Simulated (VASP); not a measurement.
```xyz
3
Lattice="0.0000 3.0761 3.0761 3.0761 0.0000 3.0761 3.0761 3.0761 0.0000" Properties=species:S:1:pos:R:3 pbc="T T T"
Ba     3.0761     0.0000     3.0761
F      1.5381     1.5381     1.5381
F      4.6142     4.6142     4.6142
```

The numbers are results of vdW-DF-cx, VASP's PBE PAW potentials (set 64) (plane waves; VASP), not measurements. Numerical set-up: 520 eV cut-off, 6×6×6 Γ-centred mesh, Gaussian smearing of 0.050 eV, potentials Ba_sv F.

### Question
Give the stress tensor in GPa (positive for a compressed cell).

### Answer

```
1.82  0.00  0.00
0.00  1.82  0.00
0.00  0.00  1.82
```
The pressure is its mean diagonal, 1.82 GPa.

The compound is BaF2 in the fluorite structure. This cell is one point of a volume scan, at 0.97 of the reference volume.
